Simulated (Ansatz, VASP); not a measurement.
# Ba2SiO4 (Ba2SiO4 (Pnma)) in two plane-wave programs, part 2 of 3

Wanted: the spread between two codes on one cell, functional and k mesh. Of the first pair: The structure shown is the start of the Ansatz relaxation below; VASP solves that cell, so the two are compared at the walk's first step.

VASP 6.6.1 and Ansatz 0.2.0.

So far: Starting point; Ansatz: relaxation, r2SCAN.

## 3. VASP: single point, r2SCAN, start cell, pair 1

Level of this step: r2SCAN; plane waves and PAW (Ba_sv, Si, O) (VASP).

The same cell, functional, mesh and smearing now go to VASP, with its own data sets.

Lines of VASP's logs that name or quote its potential files are left out, and so is its time.

INCAR

```
SYSTEM = Ba2SiO4
PREC = Accurate
ENCUT = 580
EDIFF = 1E-06
NELM = 120
ISMEAR = -1
SIGMA = 0.01
LREAL = .FALSE.
ALGO = Normal
METAGGA = R2SCAN
LASPH = .TRUE.
NBANDS = 116
LORBIT = 11
LWAVE = .FALSE.
LCHARG = .FALSE.
ISIF = 2
GGA_COMPAT = .FALSE.
EFERMI = MIDGAP
LMIXTAU = .TRUE.
KPAR = 4
```

POSCAR

```
Ba2SiO4
1.0
    7.5594090000      0.0000000000      0.0000000000
    0.0000000000      5.8278150000      0.0000000000
    0.0000000000      0.0000000000     10.2839050000
Ba Si O
8 4 16
Direct
    0.4918756215      0.2500000000      0.8063471026
    0.5081244446      0.7500000000      0.1936529460
    0.9918756215      0.2500000000      0.6936529460
    0.0081244446      0.7500000000      0.3063471026
    0.6602165923      0.2500000000      0.4148829166
    0.3397834738      0.7500000000      0.5851171320
    0.1602165923      0.2500000000      0.0851171321
    0.8397834738      0.7500000000      0.9148829166
    0.7283461246      0.2500000000      0.0800598848
    0.2716539414      0.7500000000      0.9199401638
    0.2283461246      0.2500000000      0.4199401638
    0.7716539414      0.7500000000      0.5800598848
    0.1934958142      0.9801520381      0.8490742330
    0.8065042518      0.4801520381      0.1509258156
    0.6934958142      0.5198479619      0.6509258156
    0.3065042518      0.0198479619      0.3490742330
    0.8065042518      0.0198479619      0.1509258156
    0.1934958142      0.5198479619      0.8490742330
    0.3065042518      0.4801520381      0.3490742330
    0.6934958142      0.9801520381      0.6509258156
    0.8072664808      0.2500000000      0.9303466436
    0.1927335853      0.7500000000      0.0696534050
    0.3072664807      0.2500000000      0.5696534050
    0.6927335854      0.7500000000      0.4303466436
    0.9873468614      0.7500000000      0.5838530208
    0.0126532047      0.2500000000      0.4161470278
    0.4873468613      0.7500000000      0.9161470278
    0.5126532048      0.2500000000      0.0838530208
```

KPOINTS

```
Automatic mesh
0
Gamma
4 5 3
0 0 0
```

Potentials, in the order of the species: Ba_sv, Si and O (PBE family, release 64).

Launch:

```sh
> mpirun -np 4 vasp_std
```

Numbers of over 12 decimals in the logs are rounded to 6 here.

Log:

```text
[banner, memory and clock lines left out]
running    4 mpi-ranks, on    1 nodes
 distrk:  each k-point on    1 cores,    4 groups
 distr:  one band on    1 cores,    1 groups

 POSCAR found type information on POSCAR BaSiO
 POSCAR found :  3 types and      28 ions
|                                                                             |
|               ----> ADVICE to this user running VASP <----                  |
|                                                                             |
|     You have a (more or less) 'large supercell' and for larger cells it     |
|     might be more efficient to use real-space projection operators.         |
|     Therefore, try LREAL= Auto in the INCAR file.                           |
|     Mind: For very accurate calculation, you might also keep the            |
|     reciprocal projection scheme (i.e. LREAL=.FALSE.).                      |
|                                                                             |

|                                                                             |
|               ----> ADVICE to this user running VASP <----                  |
|                                                                             |
|     You enforced a specific xc type in the INCAR file but a different       |
|     [... a line on the potential file left out ...]
|     I HOPE YOU KNOW WHAT YOU ARE DOING!                                     |
|                                                                             |

 LDA part: xc-table for (None), standard interpolation
 POSCAR, INCAR and KPOINTS ok, starting setup
 FFT: planning ... GRIDC
 FFT: planning ... GRID_SOFT
 FFT: planning ... GRID
 WAVECAR not read
 entering main loop
       N       E                     dE             d eps       ncg     rms          rms(c)
DAV:   1     0.121895171163E+04    0.12190E+04   -0.10665E+05  4176   0.173E+03
DAV:   2    -0.395978118571E+03   -0.16149E+04   -0.15645E+04  5524   0.355E+02
DAV:   3    -0.512465252611E+03   -0.11649E+03   -0.11579E+03  4816   0.100E+02
DAV:   4    -0.517331837383E+03   -0.48666E+01   -0.48585E+01  6496   0.171E+01
DAV:   5    -0.517395004208E+03   -0.63167E-01   -0.63140E-01  5400   0.220E+00    0.365E+01
DAV:   6    -0.463877086635E+03    0.53518E+02   -0.10405E+02  5096   0.274E+01    0.193E+01
DAV:   7    -0.437564089067E+03    0.26313E+02   -0.11724E+01  5568   0.116E+01    0.917E+00
DAV:   8    -0.457860852137E+03   -0.20297E+02   -0.51019E+00  4412   0.107E+01    0.315E+00
DAV:   9    -0.427151371712E+03    0.30709E+02   -0.57394E+00  4524   0.797E+00    0.253E+00
DAV:  10    -0.430191949166E+03   -0.30406E+01   -0.14123E+00  4824   0.397E+00    0.113E+00
DAV:  11    -0.431417514591E+03   -0.12256E+01   -0.20107E-01  4776   0.153E+00    0.669E-01
DAV:  12    -0.432889837636E+03   -0.14723E+01   -0.49505E-01  4300   0.339E+00    0.256E-01
DAV:  13    -0.432895875626E+03   -0.60380E-02   -0.11976E-02  5264   0.414E-01    0.138E-01
DAV:  14    -0.432889862394E+03    0.60132E-02   -0.64539E-03  4496   0.425E-01    0.733E-02
DAV:  15    -0.432893375064E+03   -0.35127E-02   -0.34845E-03  4560   0.309E-01    0.937E-02
DAV:  16    -0.432897348622E+03   -0.39736E-02   -0.23090E-03  4496   0.200E-01    0.172E-02
DAV:  17    -0.432897379161E+03   -0.30538E-04   -0.76889E-05  5512   0.264E-02    0.133E-02
DAV:  18    -0.432897448233E+03   -0.69072E-04   -0.44668E-05  4576   0.307E-02    0.128E-02
DAV:  19    -0.432897474718E+03   -0.26486E-04   -0.33581E-05  4528   0.274E-02    0.650E-03
DAV:  20    -0.432897511607E+03   -0.36889E-04   -0.89487E-06  4544   0.142E-02    0.466E-03
DAV:  21    -0.432897520929E+03   -0.93218E-05   -0.60752E-06  4368   0.125E-02    0.405E-03
DAV:  22    -0.432897520474E+03    0.45486E-06   -0.55464E-07  2824   0.313E-03
   1 F= -.43289752E+03 E0= -.43289752E+03  d E =0.000000E+00
```

From OUTCAR (step 3):

```text
ion  position               nearest neighbor table
   1  0.492  0.250  0.806-  21 2.70  20 2.71  15 2.71  13 2.78  18 2.78  23 2.81  28 2.86  27 3.13
                            27 3.13   9 3.33  10 3.55  10 3.55   7 3.81   6 3.87   6 3.87   3 3.95
   2  0.508  0.750  0.194-  22 2.70  19 2.71  16 2.71  14 2.78  17 2.78  24 2.81  27 2.86  28 3.13
                            28 3.13  10 3.33   9 3.55   9 3.55   8 3.81   5 3.87   5 3.87   4 3.95
   3  0.992  0.250  0.694-  23 2.70  18 2.71  13 2.71  20 2.78  15 2.78  21 2.81  26 2.86  25 3.13
                            25 3.13  11 3.33  12 3.55  12 3.55   5 3.81   8 3.87   8 3.87   1 3.95
   4  0.008  0.750  0.306-  24 2.70  17 2.71  14 2.71  19 2.78  16 2.78  22 2.81  25 2.86  26 3.13
                            26 3.13  12 3.33  11 3.55  11 3.55   6 3.81   7 3.87   7 3.87   2 3.95
   5  0.660  0.250  0.415-  26 2.66  20 2.90  15 2.90  24 2.93  24 2.93  16 3.07  19 3.07  23 3.11
                            14 3.22  17 3.22  11 3.27  12 3.48  12 3.48   9 3.48   3 3.81   2 3.87
   6  0.340  0.750  0.585-  25 2.66  19 2.90  16 2.90  23 2.93  23 2.93  20 3.07  15 3.07  24 3.11
                            13 3.22  18 3.22  12 3.27  11 3.48  11 3.48  10 3.48   4 3.81   1 3.87
   7  0.160  0.250  0.085-  28 2.66  18 2.90  13 2.90  22 2.93  22 2.93  14 3.07  17 3.07  21 3.11
                            16 3.22  19 3.22   9 3.27  10 3.48  10 3.48  11 3.48   1 3.81   4 3.87
   8  0.840  0.750  0.915-  27 2.66  17 2.90  14 2.90  21 2.93  21 2.93  18 3.07  13 3.07  22 3.11
                            15 3.22  20 3.22  10 3.27   9 3.48   9 3.48  12 3.48   2 3.81   3 3.87
   9  0.728  0.250  0.080-  28 1.63  17 1.64  14 1.64  21 1.65   7 3.27   1 3.33   8 3.48   8 3.48
                             5 3.48   2 3.55   2 3.55
  10  0.272  0.750  0.920-  27 1.63  18 1.64  13 1.64  22 1.65   8 3.27   2 3.33   7 3.48   7 3.48
                             6 3.48   1 3.55   1 3.55
  11  0.228  0.250  0.420-  26 1.63  19 1.64  16 1.64  23 1.65   5 3.27   3 3.33   6 3.48   6 3.48
                             7 3.48   4 3.55   4 3.55
  12  0.772  0.750  0.580-  25 1.63  20 1.64  15 1.64  24 1.65   6 3.27   4 3.33   5 3.48   5 3.48
                             8 3.48   3 3.55   3 3.55
  13  0.193  0.980  0.849-  10 1.64   3 2.71   1 2.78   7 2.90   8 3.07   6 3.22
  14  0.807  0.480  0.151-   9 1.64   4 2.71   2 2.78   8 2.90   7 3.07   5 3.22
  15  0.693  0.520  0.651-  12 1.64   1 2.71   3 2.78   5 2.90   6 3.07   8 3.22
  16  0.307  0.020  0.349-  11 1.64   2 2.71   4 2.78   6 2.90   5 3.07   7 3.22
  17  0.807  0.020  0.151-   9 1.64   4 2.71   2 2.78   8 2.90   7 3.07   5 3.22
  18  0.193  0.520  0.849-  10 1.64   3 2.71   1 2.78   7 2.90   8 3.07   6 3.22
  19  0.307  0.480  0.349-  11 1.64   2 2.71   4 2.78   6 2.90   5 3.07   7 3.22
  20  0.693  0.980  0.651-  12 1.64   1 2.71   3 2.78   5 2.90   6 3.07   8 3.22
  21  0.807  0.250  0.930-   9 1.65   1 2.70   3 2.81   8 2.93   8 2.93   7 3.11
  22  0.193  0.750  0.070-  10 1.65   2 2.70   4 2.81   7 2.93   7 2.93   8 3.11
  23  0.307  0.250  0.570-  11 1.65   3 2.70   1 2.81   6 2.93   6 2.93   5 3.11
  24  0.693  0.750  0.430-  12 1.65   4 2.70   2 2.81   5 2.93   5 2.93   6 3.11
  25  0.987  0.750  0.584-  12 1.63   6 2.66   4 2.86   3 3.13   3 3.13
  26  0.013  0.250  0.416-  11 1.63   5 2.66   3 2.86   4 3.13   4 3.13
  27  0.487  0.750  0.916-  10 1.63   8 2.66   2 2.86   1 3.13   1 3.13
  28  0.513  0.250  0.084-   9 1.63   7 2.66   1 2.86   2 3.13   2 3.13

  LATTYP: Found a simple orthorhombic cell.
 ALAT       =     5.8278150000
 B/A-ratio  =     1.2971257667
 C/A-ratio  =     1.7646244776

 Subroutine GETGRP returns: Found  8 space group operations
 (whereof  2 operations were pure point group operations)

The static configuration has the point symmetry S_2 .
 The point group associated with its full space group is D_2h.

 Found     18 irreducible k-points:

   k-points           NKPTS =     18   k-points in BZ     NKDIM =     18   number of bands    NBANDS=    116

   dimension x,y,z NGX =    60 NGY =   48 NGZ =   84
   dimension x,y,z NGXF=   120 NGYF=   96 NGZF=  168

   ENCUT  =  580.0 eV  42.63 Ry    6.53 a.u.  14.84 11.44 20.19*2*pi/ulx,y,z

   NELECT =     192.0000    total number of electrons

 k-points in reciprocal lattice and weights: Automatic mesh
   0.00000000  0.00000000  0.00000000       0.017
   0.25000000  0.00000000  0.00000000       0.033
   0.50000000  0.00000000  0.00000000       0.017
   0.00000000  0.20000000  0.00000000       0.033
   0.25000000  0.20000000  0.00000000       0.067
   0.50000000  0.20000000  0.00000000       0.033
   0.00000000  0.40000000  0.00000000       0.033
   0.25000000  0.40000000  0.00000000       0.067
   0.50000000  0.40000000  0.00000000       0.033
[...]
0.25000000  0.40000000  0.33333333       0.133
   0.50000000  0.40000000  0.33333333       0.067

 average (electrostatic) potential at core
       1 -40.0146       2 -40.0146       3 -40.0146       4 -40.0146       5 -40.8814
       6 -40.8814       7 -40.8814       8 -40.8814       9 -87.9387      10 -87.9387
      11 -87.9387      12 -87.9387      13 -74.6275      14 -74.6275      15 -74.6275
      16 -74.6275      17 -74.6275      18 -74.6275      19 -74.6275      20 -74.6275
      21 -74.7104      22 -74.7104      23 -74.7104      24 -74.7104      25 -74.5179
      26 -74.5179      27 -74.5179      28 -74.5179

 E-fermi :   4.3272

 k-point     1 :       0.0000    0.0000    0.0000
  band No.  band energies     occupation
    ...
     92       1.4713      2.00000
     93       1.5101      2.00000
     94       1.5544      2.00000
     95       1.5588      2.00000
     96       1.6840      2.00000
     97       6.9704      0.00000
     98       7.1684      0.00000
     99       7.2757      0.00000
    100       7.3914      0.00000
    101       7.3956      0.00000
    ...

 k-point     2 :       0.2500    0.0000    0.0000
  band No.  band energies     occupation
    ...
     92       1.4199      2.00000
     93       1.4865      2.00000
     94       1.4977      2.00000
     95       1.5183      2.00000
     96       1.6086      2.00000
     97       7.1482      0.00000
     98       7.3321      0.00000
     99       7.3700      0.00000
    100       7.3887      0.00000
    101       7.6829      0.00000
    ...

 k-point     3 :       0.5000    0.0000    0.0000
  band No.  band energies     occupation
    ...
     92       1.4014      2.00000
     93       1.4043      2.00000
     94       1.4043      2.00000
     95       1.5342      2.00000
     96       1.5342      2.00000
     97       7.5223      0.00000
     98       7.5223      0.00000
     99       7.6544      0.00000
    100       7.6544      0.00000
    101       7.8314      0.00000
    ...

  Total        0.2319595      0.1240286      0.1028087      0.0000000      0.0000000      0.0000000
  in kB        0.8202969      0.4386121      0.3635705      0.0000000      0.0000000      0.0000000
  external PRESSURE =       0.5408265 kB  Pullay stress =       0.0000000 kB

  energy-cutoff  :      580.00
  volume of cell :      453.06
      direct lattice vectors                 reciprocal lattice vectors
     7.559409000  0.000000000  0.000000000     0.132285474  0.000000000  0.000000000
     0.000000000  5.827815000  0.000000000     0.000000000  0.171590896  0.000000000
     0.000000000  0.000000000 10.283905000     0.000000000  0.000000000  0.097239327

 POSITION                                       TOTAL-FORCE (eV/Angst)
 -----------------------------------------------------------------------------------
      3.71829      1.45695      8.29240        -0.005480      0.000000      0.003766
      3.84112      4.37086      1.99151         0.005480      0.000000     -0.003766
      7.49799      1.45695      7.13346        -0.005480      0.000000     -0.003766
      0.06142      4.37086      3.15044         0.005480      0.000000      0.003766
      4.99085      1.45695      4.26662        -0.000358      0.000000      0.004960
      2.56856      4.37086      6.01729         0.000358      0.000000     -0.004960
      1.21114      1.45695      0.87534        -0.000358      0.000000     -0.004960
      6.34827      4.37086      9.40857         0.000358      0.000000      0.004960
      5.50587      1.45695      0.82333         0.008801      0.000000     -0.001702
      2.05354      4.37086      9.46058        -0.008801      0.000000      0.001702
      1.72616      1.45695      4.31862         0.008801      0.000000      0.001702
      5.83325      4.37086      5.96528        -0.008801      0.000000     -0.001702
      1.46271      5.71214      8.73180        -0.007822      0.005440      0.003084
      6.09670      2.79824      1.55211         0.007822      0.005440     -0.003084
      5.24242      3.02958      6.69406        -0.007822     -0.005440     -0.003084
      2.31699      0.11567      3.58985         0.007822     -0.005440      0.003084
      6.09670      0.11567      1.55211         0.007822     -0.005440     -0.003084
      1.46271      3.02958      8.73180        -0.007822     -0.005440      0.003084
      2.31699      2.79824      3.58985         0.007822      0.005440      0.003084
      5.24242      5.71214      6.69406        -0.007822      0.005440     -0.003084
      6.10246      1.45695      9.56760         0.010314      0.000000     -0.007493
      1.45695      4.37086      0.71631        -0.010314      0.000000      0.007493
      2.32275      1.45695      5.85826         0.010314      0.000000      0.007493
      5.23666      4.37086      4.42564        -0.010314      0.000000     -0.007493
      7.46376      4.37086      6.00429         0.011669      0.000000      0.006700
      0.09565      1.45695      4.27962        -0.011669      0.000000     -0.006700
      3.68405      4.37086      9.42157         0.011669      0.000000     -0.006700
      3.87536      1.45695      0.86234        -0.011669      0.000000      0.006700
 -----------------------------------------------------------------------------------
    total drift:                               -0.000125     -0.000057     -0.002292

  FREE ENERGIE OF THE ION-ELECTRON SYSTEM (eV)
  ---------------------------------------------------
  free  energy   TOTEN  =      -432.8975204742 eV

  energy  without entropy=     -432.8975204742  energy(sigma->0) =     -432.89752047

 total charge
# of ion       s       p       d       tot
------------------------------------------
    1        2.015   5.656   0.260   7.931
    2        2.015   5.656   0.260   7.931
    3        2.015   5.656   0.260   7.931
    4        2.015   5.656   0.260   7.931
    5        2.009   5.638   0.225   7.873
    6        2.009   5.638   0.225   7.873
    7        2.009   5.638   0.225   7.873
    8        2.009   5.638   0.225   7.873
    9        0.665   1.029   0.000   1.695
   10        0.665   1.029   0.000   1.695
   11        0.665   1.029   0.000   1.695
   12        0.665   1.029   0.000   1.695
   13        1.559   3.564   0.000   5.124
   14        1.559   3.564   0.000   5.124
   15        1.559   3.564   0.000   5.124
   16        1.559   3.564   0.000   5.124
   17        1.559   3.564   0.000   5.124
   18        1.559   3.564   0.000   5.124
   19        1.559   3.564   0.000   5.124
   20        1.559   3.564   0.000   5.124
   21        1.558   3.562   0.000   5.121
   22        1.558   3.562   0.000   5.121
   23        1.558   3.562   0.000   5.121
   24        1.558   3.562   0.000   5.121
   25        1.558   3.554   0.000   5.112
   26        1.558   3.554   0.000   5.112
   27        1.558   3.554   0.000   5.112
   28        1.558   3.554   0.000   5.112
--------------------------------------------------
tot         43.695 106.275   1.941 151.911

[... 3 further parts left out ...]
```

Harder data sets than Ba_sv exist (the GW ones), and pressures, volumes and forces can shift noticeably with them.

## 4. Comparison

Known differences besides the potentials themselves: VASP keeps PBE cores, Ansatz makes them for the functional; the cutoff is 500 eV in Ansatz and 580 eV in VASP. Total energies have different zeros and are not compared.

At this near-relaxed geometry the largest component of a force difference is 63 meV/Å.

## 5. Ansatz: relaxation, r2SCAN

This run makes the geometry at which the two programs are then compared. The cell compared in this pair holds 447.55 Å³, against 453.06 Å³ for the pair before.

The structure compared here is the end of the Ansatz relaxation.

input.yaml

```yaml
crystal:
  lattice:
    - [7.5594091, 0.0, 0.0]
    - [0.0, 5.8278151, 0.0]
    - [0.0, 0.0, 10.2839054]
  atoms:
    - { symbol: Ba, position: [0.49187558, 0.25, 0.80634708] }
    - { symbol: Ba, position: [0.50812442, 0.75, 0.19365292] }
    - { symbol: Ba, position: [0.99187558, 0.25, 0.69365292] }
    - { symbol: Ba, position: [0.00812442, 0.75, 0.30634708] }
    - { symbol: Ba, position: [0.66021657, 0.25, 0.41488288] }
    - { symbol: Ba, position: [0.33978343, 0.75, 0.58511712] }
    - { symbol: Ba, position: [0.16021657, 0.25, 0.08511712] }
    - { symbol: Ba, position: [0.83978343, 0.75, 0.91488288] }
    - { symbol: Si, position: [0.72834609, 0.25, 0.08005985] }
    - { symbol: Si, position: [0.27165391, 0.75, 0.91994015] }
    - { symbol: Si, position: [0.22834609, 0.25, 0.41994015] }
    - { symbol: Si, position: [0.77165391, 0.75, 0.58005985] }
    - { symbol: O, position: [0.19349576, 0.98015201, 0.84907421] }
    - { symbol: O, position: [0.80650424, 0.48015201, 0.15092579] }
    - { symbol: O, position: [0.69349576, 0.51984799, 0.65092579] }
    - { symbol: O, position: [0.30650424, 0.01984799, 0.34907421] }
    - { symbol: O, position: [0.80650424, 0.01984799, 0.15092579] }
    - { symbol: O, position: [0.19349576, 0.51984799, 0.84907421] }
    - { symbol: O, position: [0.30650424, 0.48015201, 0.34907421] }
    - { symbol: O, position: [0.69349576, 0.98015201, 0.65092579] }
    - { symbol: O, position: [0.80726643, 0.25, 0.93034661] }
    - { symbol: O, position: [0.19273357, 0.75, 0.06965339] }
    - { symbol: O, position: [0.30726643, 0.25, 0.56965339] }
    - { symbol: O, position: [0.69273357, 0.75, 0.43034661] }
    - { symbol: O, position: [0.98734682, 0.75, 0.58385301] }
    - { symbol: O, position: [0.01265318, 0.25, 0.41614699] }
    - { symbol: O, position: [0.48734682, 0.75, 0.91614699] }
    - { symbol: O, position: [0.51265318, 0.25, 0.08385301] }
basis:
  ecutwfc: 500
  xc_grid: 2
hamiltonian:
  xc: r2scan
kpoints:
  mp_grid: { grid: [4, 5, 3] }
scf:
  occupations: { method: fermi_dirac, width: 0.01 }
  max_iter: 150
output:
  forces: true
  stress: true
relax:
  f_tol: 0.01
  max_steps: 60
  cell: {}
checkpoint:
  write: "../r2scan.run"
  compress: false
  write_wavefunctions: false
  write_every: 100000
```

Launch:

```sh
> ansatz run input.yaml --threads 4 --pin off --max-ram 5652MiB --backend cpu --events-out ev --progress --plain --runs-dir out
```

Log:

```text
[...]
Crystal: 28 atoms, lattice volume = 453.056 Å³
Basis set: ecut = 500 eV, 11551 PW (Γ), exchange–correlation on 120×90×160 points (8 copies of the dense FFT grid, shifted against one another)
Bands: 124, of which v1, the nominal top of the filled ones, is band 96 counted from 1 (95 counted from 0)
Symmetry: 8 space group operations
[...]
k-points: 18 of 60
[...]
- { symbol: O, position: [0.807066, 0.018958, 0.149891] }
    - { symbol: O, position: [0.192934, 0.518958, 0.850109] }
    - { symbol: O, position: [0.307066, 0.481042, 0.350109] }
    - { symbol: O, position: [0.692934, 0.981042, 0.649891] }
[...]
- { symbol: O, position: [0.988593, 0.75, 0.583983] }
    - { symbol: O, position: [0.011407, 0.25, 0.416017] }
    - { symbol: O, position: [0.488593, 0.75, 0.916017] }
    - { symbol: O, position: [0.511407, 0.25, 0.083983] }
[key lines of the parts left out:]
SCF converged after 4 iterations
Free energy (F): -59419.053593 eV
Fermi energy:    9.982137 eV
P = ⅓ Tr σ = 0.0103 GPa (0.103 kbar)
```

[end of part 2 of 3]

[Lines on the potential files, build, host, timing and source positions are cut from VASP's logs without a mark.]

[Logs are printed without paths, hosts, clocks, repeated set-up lines and the standing remarks that a program may print on its own settings, such as how far it seeks lower states.]

[Hosts, paths, dates, database ids (printed as entryN), source tags and the programs' standing remarks are cut or masked in the printed files.]
